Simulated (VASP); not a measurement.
A run of VASP 6.6.1 is set up as follows.

File INCAR:

```
SYSTEM = TeRu
PREC = Accurate
ENCUT = 520
EDIFF = 1E-6
ISMEAR = 0
SIGMA = 0.05
LREAL = .False.
LASPH = .True.
NELM = 60
ALGO = Normal
ISIF = 2
LWAVE = .False.
LCHARG = .False.
ISPIN = 2
MAGMOM = 1 0
LORBIT = 11
NUPDOWN = 4
LMAXMIX = 4
LDAU = .True.
LDAUTYPE = 2
LDAUL = 2 -1
LDAUU = 8 0
LDAUJ = 0 0
LDAUPRINT = 1
GGA = CA
```

File KPOINTS:

```
regular mesh
0
Gamma
  6 6 5
  0 0 0
```

File POSCAR:

```
TeRu
1.0
    3.7950828900      0.0000000000      0.0000000000
   -1.8975414500      3.2866381900      0.0000000000
    0.0000000000      0.0000000000      3.7038128800
Ru Te
1 1
Direct
    0.0000000000      0.0000000000      0.0000000000
    0.6666666667      0.3333333333      0.5000000000
```

Potentials or basis: VASP PAW LDA potentials, release 64 (Ru_pv, Te).

The run is started by

```sh
$ cat potpaw_LDA.64/Ru_pv/POTCAR potpaw_LDA.64/Te/POTCAR > POTCAR
$ mpirun -np 1 vasp_std > vasp.out
```

Estimate the pressure.

4.3 GPa.

Eigenvalues of the final occupation matrices:
| site | spin | trace | eigenvalues |
| --- | --- | --- | --- |
| site 1 d | 1 | 4.61 | 0.91 0.91 0.91 0.93 0.93 |
| site 1 d | 2 | 1.18 | 0.17 0.20 0.20 0.31 0.31 |

Caveat: the moment is held away from its start; the total moment is fixed, so each spin has its own Fermi level; the U is typed as a test and isn't derived for this compound. Spin-orbit coupling is left out, which matters for the levels of Te.
